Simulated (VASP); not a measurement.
Shape and ions are relaxed at each volume.

Energy against volume of TiO2 (anatase). These are AM05 GGA, VASP's PBE PAW potentials (set 64) (plane waves; VASP 6.6.1) values and carry that method's errors.

```tsv
V (Å³/atom)	E (eV/atom)
10.700	-9.12821
11.041	-9.14727
11.383	-9.15379
11.724	-9.14884
12.066	-9.13358
```

Question: Fit a third-order Birch-Murnaghan equation of state.

Answer: 
The volume per atom is 11.40 Å³/atom and the bulk modulus is 1780 kbar. The pressure derivative of the bulk modulus is 2.26.

The compound is TiO2 in the anatase structure, one of several forms; rutile is the usual stable one. It was relaxed first.
